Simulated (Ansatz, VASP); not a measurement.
# Si23BHO48 (B-H pair in alpha-quartz): VASP beside Ansatz, part 3 of 3

Aim: how closely do two programs agree when they are given the same cell, functional and k mesh? The cell is taken from a series of runs on this material, whose earlier steps may have relaxed, scaled, displaced or heated it; both programs get it as it stands.

VASP 6.6.1 and Ansatz 0.2.0.

So far. Step 6 (VASP: single point, r2SCAN, pair 2): The run ends at a pressure of -0.57 GPa, with forces up to 5.3 eV/Å.

**7. Comparison**

Compared:

```
              quantity  Ansatz   VASP  difference
gap on the k mesh (eV)   6.756  6.749      +0.006
```

Forces on 7 of the 73 atoms, those with the largest forces and the largest differences (eV/Å; atoms numbered as in POSCAR):

```
atom         Ansatz x, y, z           VASP x, y, z
 Si1   -0.313, 0.048, 0.165   -0.276, 0.043, 0.161
Si12  -0.301, 0.187, -0.361  -0.326, 0.187, -0.360
Si23   0.124, -0.453, 0.175   0.130, -0.446, 0.176
 O24  -4.568, -1.791, 2.058  -4.581, -1.738, 2.071
 O65    0.355, 0.268, 0.085    0.362, 0.276, 0.081
 B72  0.031, -0.120, -0.161  0.071, -0.113, -0.206
 H73   4.452, 1.935, -2.089   4.396, 1.923, -2.065
```

The forces differ by 12 meV/Å r.m.s., which is 2.3 % of the r.m.s. force of 0.510 eV/Å (both taken over all components). A gap on the mesh is an upper bound, since the band edges may lie between its points.

**8. VASP: single point, r2SCAN, pair 3**

With cell and atoms fixed, the geometry can't cause a difference; cores, projectors, grids and the points listed under the comparison can.

Input file INCAR:

```
SYSTEM = Si23BHO48
PREC = Accurate
ENCUT = 580
EDIFF = 1E-06
NELM = 120
ISMEAR = -1
SIGMA = 0.01
LREAL = Auto
ALGO = Normal
METAGGA = R2SCAN
LASPH = .TRUE.
NBANDS = 248
LORBIT = 11
LWAVE = .FALSE.
LCHARG = .FALSE.
ISIF = 2
ISYM = 0
GGA_COMPAT = .FALSE.
EFERMI = MIDGAP
LMIXTAU = .TRUE.
NCORE = 2
```

Input file POSCAR:

```
Si23BHO48
1.0
    9.8440549043      0.0000000000      0.0000000000
   -4.9220274522      8.5252016234      0.0000000000
    0.0000000000      0.0000000000     10.8302853328
Si O B H
23 48 1 1
Direct
    0.2257417237      0.9883799990      0.3311894564
    0.0018299102      0.2405340742      0.1693101689
    0.2650933187      0.2682877456      0.9988300801
    0.2349834676      0.0018254535      0.8347321169
    0.0093353575      0.2472502334      0.6671350858
    0.2408292228      0.4955660747      0.3427007860
    0.9955697541      0.7217130246      0.1608448913
    0.2712486902      0.7703896254      0.9999641766
    0.2458310224      0.5091755209      0.8309538474
    0.0032046651      0.7338221775      0.6686385848
    0.2690866455      0.7666977563      0.5022453727
    0.7393396514      0.0006017508      0.3339628494
    0.4953488665      0.2322926601      0.1670896458
    0.7655859248      0.2690110695      0.0025146916
    0.7482361145      0.0076810770      0.8337338897
    0.4900722845      0.2402321205      0.6636831420
    0.7616154827      0.2658761394      0.5001096265
    0.7340411579      0.4965958799      0.3289810389
    0.5006872979      0.7313916867      0.1716689018
    0.7660198589      0.7660820092      0.9995831276
    0.7322501517      0.5009691925      0.8321960608
    0.5101772173      0.7420897478      0.6649052489
    0.7744428660      0.7672739442      0.4961118531
    0.1782598629      0.1130935942      0.3822572735
    0.3590528544      0.0712287981      0.2266556854
    0.4252882600      0.2936559032      0.0598690537
    0.1320094557      0.2118631067      0.1039840089
    0.0778853355      0.3621786913      0.2828530348
    0.3016833455      0.4284993270      0.4519545850
    0.2049986624      0.1356876574      0.8923297760
    0.3620446097      0.0755173515      0.7245476499
    0.4152991986      0.3048143493      0.5625734517
    0.1513498431      0.2336083321      0.6052601451
    0.0799765945      0.3803119002      0.7732760235
    0.2985983736      0.4323114127      0.9390230220
    0.2129298306      0.6323633586      0.3976349569
    0.3697667625      0.5682040780      0.2324717957
    0.4274847741      0.7957493920      0.0687239126
    0.1292243590      0.6963047477      0.0983481192
    0.0694750098      0.8428571449      0.2741101965
    0.2922794261      0.9260844358      0.4407003963
    0.2260137162      0.6494163316      0.8865965680
    0.3784010452      0.5778611683      0.7240291585
    0.4338703688      0.8015121582      0.5613838430
    0.1386194429      0.7066659792      0.6107893648
    0.0730954733      0.8628057455      0.7779961968
    0.2980719700      0.9342434631      0.9438388339
    0.7074574427      0.1300801976      0.3965912974
    0.8649434721      0.0754022982      0.2232341878
    0.9279758464      0.3054942237      0.0676286538
    0.6283812963      0.2030497619      0.1060001854
    0.5682974920      0.3616612799      0.2758421360
    0.7974906837      0.4279126859      0.4355381026
    0.7187836274      0.1409127990      0.8932872861
    0.8844524579      0.0818159293      0.7294978277
    0.9207909952      0.2943010655      0.5651699373
    0.6220951712      0.2126367284      0.5992661098
    0.5691597180      0.3684711466      0.7732325957
    0.7887151811      0.4287279611      0.9415208573
    0.7160618431      0.6377474876      0.3875232365
    0.8573325873      0.5586691726      0.2154999594
    0.9270890621      0.7907693872      0.0585098380
    0.6335740129      0.7060394352      0.1062728897
    0.5769329599      0.8601562109      0.2810121458
    0.8131182034      0.9341992030      0.4362740045
    0.7067737699      0.6378696692      0.8896865309
    0.8647724688      0.5716563671      0.7250700752
    0.9347647750      0.7945725546      0.5587649516
    0.6411195025      0.7127828394      0.6008011485
    0.5877174154      0.8742591064      0.7711830589
    0.7998118197      0.9314524875      0.9430240594
    0.2863195582      0.3181303572      0.5362899846
    0.0329416466      0.0481093259      0.4280461021
```

Input file KPOINTS:

```
Points of the shifted mesh
1
Reciprocal
 0.2500000000  0.2500000000  0.2500000000 1
```

Potentials, in the order of the species: Si, O, B and H (PBE family, release 64).

The run is started by

```sh
$ mpirun -np 8 vasp_std
```

Numbers of over 12 decimals in the logs are rounded to 6 here.

Output:

```text
[... set-up lines as in an earlier step ...]
 entering main loop
       N       E                     dE             d eps       ncg     rms          rms(c)
DAV:   1     0.241881620521E+04    0.24188E+04   -0.21865E+05   496   0.160E+03
DAV:   2    -0.679462217014E+03   -0.30983E+04   -0.30216E+04   584   0.358E+02
DAV:   3    -0.900338919568E+03   -0.22088E+03   -0.21963E+03   600   0.990E+01
DAV:   4    -0.903824835330E+03   -0.34859E+01   -0.34727E+01   592   0.132E+01
[...]
DAV:  20    -0.714459371274E+03   -0.45419E-04   -0.18899E-05   536   0.143E-02    0.627E-03
DAV:  21    -0.714459393847E+03   -0.22573E-04   -0.87727E-06   536   0.101E-02    0.264E-03
DAV:  22    -0.714459394266E+03   -0.41861E-06   -0.12268E-06   400   0.397E-03
   1 F= -.71445939E+03 E0= -.71445939E+03  d E =0.000000E+00
```

Parts of OUTCAR (step 8):

```text
  Total       -8.0396407     -0.5165947     -1.6590241     -3.8337126      3.2922414      2.0647520
  in kB      -14.1719183     -0.9106300     -2.9244534     -6.7578968      5.8034156      3.6396522
  external PRESSURE =      -6.0023339 kB  Pullay stress =       0.0000000 kB

 POSITION                                       TOTAL-FORCE (eV/Angst)
 -----------------------------------------------------------------------------------
     -2.64262      8.42614      3.58688        -0.379737      0.106966      0.216779
     -1.16590      2.05060      1.83368         0.145913      0.056836      0.007704
      1.28907      2.28721     10.81761         0.011711     -0.006813      0.059142
      2.30421      0.01556      9.04039         0.001830      0.027398      0.007951
     -1.12507      2.10786      7.22526         0.090547      0.063999      0.031388
     -0.06845      4.22480      3.71155         0.017179     -0.091480      0.048636
      6.24815      6.15275      1.74200         0.061610      0.080050      0.091654
     -1.12169      6.56773     10.82990        -0.027368      0.027852      0.025535
     -0.08620      4.34082      8.99947        -0.012391     -0.005006      0.031430
     -3.58035      6.25598      7.24155         0.112872     -0.023709      0.073235
     -1.12480      6.53625      5.43946        -0.074465      0.128263     -0.108125
      7.27514      0.00513      3.61691        -0.438841      0.268904     -0.505816
      3.73289      1.98034      1.80963        -0.093793     -0.130445      0.067741
      6.21239      2.29337      0.02723        -0.013024      0.023433      0.025335
[...]
-----------------------------------------------------------------------------------
    total drift:                               -0.013247     -0.015423     -0.003772

  FREE ENERGIE OF THE ION-ELECTRON SYSTEM (eV)
  ---------------------------------------------------
  free  energy   TOTEN  =      -714.4593942655 eV

  energy  without entropy=     -714.4593942655  energy(sigma->0) =     -714.45939427

[... 2 parts as in an earlier step ...]

[... 1 further part left out ...]
[key lines of the parts left out:]
E-fermi :   4.0042
```

The run ends at a pressure of -0.60 GPa, with forces up to 5.3 eV/Å.

**9. Ansatz: single point, r2SCAN, pair 3**

The same cell, functional, mesh and smearing now go to Ansatz.

The cell is taken from a series of runs on this material, whose earlier steps may have relaxed, scaled, displaced or heated it; both programs get it as it stands.

Input file input.yaml:

```yaml
crystal:
  lattice:
    - [9.8440549, 0.0, 0.0]
    - [-4.92202745, 8.52520162, 0.0]
    - [0.0, 0.0, 10.83028533]
  atoms:
    - { symbol: Si, position: [0.225741724, -0.011620001, 0.331189456] }
    - { symbol: Si, position: [0.00182991, 0.240534074, 0.169310169] }
    - { symbol: Si, position: [0.265093319, 0.268287746, -0.00116992] }
    - { symbol: O, position: [0.178259863, 0.113093594, 0.382257274] }
    - { symbol: O, position: [0.359052854, 0.071228798, 0.226655685] }
    - { symbol: O, position: [0.42528826, 0.293655903, 0.059869054] }
    - { symbol: O, position: [0.132009456, 0.211863107, 0.103984009] }
    - { symbol: O, position: [0.077885336, 0.362178691, 0.282853035] }
    - { symbol: O, position: [0.301683346, 0.428499327, 0.451954585] }
    - { symbol: Si, position: [0.234983468, 0.001825453, 0.834732117] }
    - { symbol: Si, position: [0.009335357, 0.247250233, 0.667135086] }
    - { symbol: B, position: [0.286319558, 0.318130357, 0.536289985] }
    - { symbol: O, position: [0.204998662, 0.135687657, 0.892329776] }
    - { symbol: O, position: [0.36204461, 0.075517352, 0.72454765] }
    - { symbol: O, position: [0.415299199, 0.304814349, 0.562573452] }
    - { symbol: O, position: [0.151349843, 0.233608332, 0.605260145] }
    - { symbol: O, position: [0.079976594, 0.3803119, 0.773276024] }
    - { symbol: O, position: [0.298598374, 0.432311413, 0.939023022] }
    - { symbol: Si, position: [0.240829223, 0.495566075, 0.342700786] }
    - { symbol: Si, position: [-0.004430246, 0.721713025, 0.160844891] }
    - { symbol: Si, position: [0.27124869, 0.770389625, -3.5823e-05] }
    - { symbol: O, position: [0.212929831, 0.632363359, 0.397634957] }
    - { symbol: O, position: [0.369766762, 0.568204078, 0.232471796] }
    - { symbol: O, position: [0.427484774, 0.795749392, 0.068723913] }
    - { symbol: O, position: [0.129224359, 0.696304748, 0.098348119] }
    - { symbol: O, position: [0.06947501, 0.842857145, 0.274110197] }
    - { symbol: O, position: [0.292279426, 0.926084436, 0.440700396] }
    - { symbol: Si, position: [0.245831022, 0.509175521, 0.830953847] }
    - { symbol: Si, position: [0.003204665, 0.733822177, 0.668638585] }
    - { symbol: Si, position: [0.269086646, 0.766697756, 0.502245373] }
    - { symbol: O, position: [0.226013716, 0.649416332, 0.886596568] }
    - { symbol: O, position: [0.378401045, 0.577861168, 0.724029159] }
    - { symbol: O, position: [0.433870369, 0.801512158, 0.561383843] }
    - { symbol: O, position: [0.138619443, 0.706665979, 0.610789365] }
    - { symbol: O, position: [0.073095473, 0.862805745, 0.777996197] }
    - { symbol: O, position: [0.29807197, 0.934243463, 0.943838834] }
    - { symbol: Si, position: [0.739339651, 0.000601751, 0.333962849] }
    - { symbol: Si, position: [0.495348866, 0.23229266, 0.167089646] }
    - { symbol: Si, position: [0.765585925, 0.26901107, 0.002514692] }
    - { symbol: O, position: [0.707457443, 0.130080198, 0.396591297] }
    - { symbol: O, position: [0.864943472, 0.075402298, 0.223234188] }
    - { symbol: O, position: [0.927975846, 0.305494224, 0.067628654] }
    - { symbol: O, position: [0.628381296, 0.203049762, 0.106000185] }
    - { symbol: O, position: [0.568297492, 0.36166128, 0.275842136] }
    - { symbol: O, position: [0.797490684, 0.427912686, 0.435538103] }
    - { symbol: Si, position: [0.748236114, 0.007681077, 0.83373389] }
    - { symbol: Si, position: [0.490072285, 0.240232121, 0.663683142] }
    - { symbol: Si, position: [0.761615483, 0.265876139, 0.500109626] }
    - { symbol: O, position: [0.718783627, 0.140912799, 0.893287286] }
    - { symbol: O, position: [0.884452458, 0.081815929, 0.729497828] }
    - { symbol: O, position: [0.920790995, 0.294301065, 0.565169937] }
    - { symbol: O, position: [0.622095171, 0.212636728, 0.59926611] }
    - { symbol: O, position: [0.569159718, 0.368471147, 0.773232596] }
    - { symbol: O, position: [0.788715181, 0.428727961, 0.941520857] }
    - { symbol: Si, position: [0.734041158, 0.49659588, 0.328981039] }
    - { symbol: Si, position: [0.500687298, 0.731391687, 0.171668902] }
    - { symbol: Si, position: [0.766019859, 0.766082009, -0.000416872] }
    - { symbol: O, position: [0.716061843, 0.637747488, 0.387523237] }
    - { symbol: O, position: [0.857332587, 0.558669173, 0.215499959] }
    - { symbol: O, position: [0.927089062, 0.790769387, 0.058509838] }
    - { symbol: O, position: [0.633574013, 0.706039435, 0.10627289] }
    - { symbol: O, position: [0.57693296, 0.860156211, 0.281012146] }
    - { symbol: O, position: [0.813118203, 0.934199203, 0.436274005] }
    - { symbol: Si, position: [0.732250152, 0.500969193, 0.832196061] }
    - { symbol: Si, position: [0.510177217, 0.742089748, 0.664905249] }
    - { symbol: Si, position: [0.774442866, 0.767273944, 0.496111853] }
    - { symbol: O, position: [0.70677377, 0.637869669, 0.889686531] }
    - { symbol: O, position: [0.864772469, 0.571656367, 0.725070075] }
    - { symbol: O, position: [0.934764775, 0.794572555, 0.558764952] }
    - { symbol: O, position: [0.641119503, 0.712782839, 0.600801148] }
    - { symbol: O, position: [0.587717415, 0.874259106, 0.771183059] }
    - { symbol: O, position: [0.79981182, 0.931452487, 0.943024059] }
    - { symbol: H, position: [0.032941647, 0.048109326, 0.428046102] }
basis:
  ecutwfc: 500
  xc_grid: 2
hamiltonian:
  xc: r2scan
kpoints:
  mp_grid: { grid: [1, 1, 1], shift: [0.25, 0.25, 0.25] }
scf:
  occupations: { method: fermi_dirac, width: 0.01 }
  max_iter: 120
output:
  forces: true
checkpoint:
  read: "../relax.run"
```

The run is started by

```sh
$ ansatz run input.yaml --threads 4 --pin off --max-ram 7536MiB --backend cpu --events-out ev --progress --plain --runs-dir out
```

Output:

```text
[...]
Crystal: 73 atoms, lattice volume = 908.905 Å³
Basis set: ecut = 500 eV, 23025 PW (Γ), exchange–correlation on 144×144×160 points (8 copies of the dense FFT grid, shifted against one another)
Bands: 265, of which v1, the nominal top of the filled ones, is band 192 counted from 1 (191 counted from 0)
Symmetry: 1 space group operations
[...]
k-points: 1
[...]
atom   5  O      0.19976631     0.03753504    -0.17978255
  atom   6  O     -0.00124147     0.02038275    -0.02812022
  atom   7  O     -0.03389836     0.00988882    -0.03288511
  atom   8  O     -0.04178317    -0.00238474    -0.02005859
[...]
atom  70  O      0.06673665     0.08918335    -0.11532884
  atom  71  O      0.01544028    -0.00582574    -0.02150308
  atom  72  O     -0.01019879     0.00567252    -0.01257642
  atom  73  H      4.33538300     1.83066469    -2.09847965
  max |Σ_I F_I| component: 1.90e-3 eV/Å
[key lines of the parts left out:]
SCF converged after 8 iterations
Free energy (F): -42252.548833 eV
Fermi energy:    5.463139 eV
```

**10. Comparison**

Compared:

```
              quantity  Ansatz   VASP  difference
gap on the k mesh (eV)   6.291  6.283      +0.008
```

Forces on 8 of the 73 atoms, those with the largest forces and the largest differences (eV/Å; atoms numbered as in POSCAR):

```
atom         Ansatz x, y, z           VASP x, y, z
 Si1   -0.417, 0.118, 0.222   -0.380, 0.107, 0.217
Si12  -0.414, 0.270, -0.508  -0.439, 0.269, -0.506
Si23   0.185, -0.631, 0.248   0.191, -0.623, 0.248
 O24  -4.539, -1.716, 2.054  -4.574, -1.664, 2.078
 O32    0.055, 0.038, 0.078    0.087, 0.024, 0.102
 O65    0.517, 0.389, 0.123    0.524, 0.397, 0.119
 B72  0.039, -0.165, -0.216  0.078, -0.158, -0.261
 H73   4.335, 1.831, -2.098   4.300, 1.826, -2.084
```

The forces differ by 11 meV/Å r.m.s., which is 2.2 % of the r.m.s. force of 0.509 eV/Å (both taken over all components). A gap on the mesh is an upper bound, since the band edges may lie between its points.

**11. What came out**

| Item | Value |
| --- | --- |
| r.m.s. force difference (single point, r2SCAN, pair 1) | 2.7 % of the r.m.s. force |
| r.m.s. force difference (single point, r2SCAN, pair 2) | 2.3 % of the r.m.s. force |
| r.m.s. force difference (single point, r2SCAN, pair 3) | 2.2 % of the r.m.s. force |

What this shows: The r.m.s. force difference is 2.7 % of the r.m.s. force (single point, r2SCAN, pair 1), within the 3 % picked in this series as the mark of a large difference. How closely two codes agree says nothing of how well the functional describes the real material.

[Lines on the potential files, build, host, timing and source positions are cut from VASP's logs without a mark.]

[Logs are printed without paths, hosts, clocks, repeated set-up lines and the standing remarks that a program may print on its own settings, such as how far it seeks lower states.]

[Hosts, paths, dates, database ids (printed as entryN), source tags and the programs' standing remarks are cut or masked in the printed files.]
